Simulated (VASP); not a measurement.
A convergence study with VASP on ZnSe (zinc blende): one setting is varied, all else stays as given below, so the limit is that of these other settings. Each run relaxes cell and ions from the cell shown.

```yaml
crystal:
  lattice:
    - [0.00000, 2.83500, 2.83500]
    - [2.83500, 0.00000, 2.83500]
    - [2.83500, 2.83500, 0.00000]
  atoms:
    - { symbol: Zn, position: [0.00000, 0.00000, 0.00000] }
    - { symbol: Se, position: [0.25000, 0.25000, 0.25000] }
```

Level of theory: LDA (Ceperley-Alder, Perdew-Zunger), VASP's LDA PAW potentials (set 64) (plane waves; VASP). The tightest run used: 550 eV cut-off, 12×12×12 Γ-centred mesh, Gaussian smearing of 0.050 eV, potentials Zn Se.

Gaps are read on the run's mesh, which can miss a band edge.

Problem. The settings run are 2×2×2 mesh; 3×3×3 mesh; 4×4×4 mesh; 5×5×5 mesh; 6×6×6 mesh; 8×8×8 mesh; 9×9×9 mesh; 10×10×10 mesh; 11×11×11 mesh; 12×12×12 mesh. From which on does the relaxed volume stay within 0.02 Å³/atom of the tightest run?

Solution. From 6×6×6 mesh on: it is off by 0.009 there and by no more than 0.02 in any finer run, while 5×5×5 mesh is off by 0.033.
```csv
setting,relaxed volume (Å³/atom),E (eV/atom),gap on the mesh (eV),irreducible k-points,difference judged (Å³/atom)
2×2×2 mesh,23.748,-2.9055,0.686,3,2.073
3×3×3 mesh,22.136,-3.5271,1.123,4,0.461
4×4×4 mesh,21.796,-3.6467,1.227,8,0.121
5×5×5 mesh,21.708,-3.6751,1.257,10,0.033
6×6×6 mesh,21.684,-3.6829,1.266,16,0.009
8×8×8 mesh,21.675,-3.6861,1.270,29,0.000
9×9×9 mesh,21.675,-3.6864,1.270,35,0.000
10×10×10 mesh,21.675,-3.6865,1.270,47,0.000
11×11×11 mesh,21.675,-3.6866,1.270,56,0.000
12×12×12 mesh,21.675,-3.6866,1.270,72,0.000
```

Left out are rungs that failed or repeat a setting and relaxations that didn't move; long series are thinned to 24 rows.

The compound is ZnSe in the zinc blende structure.
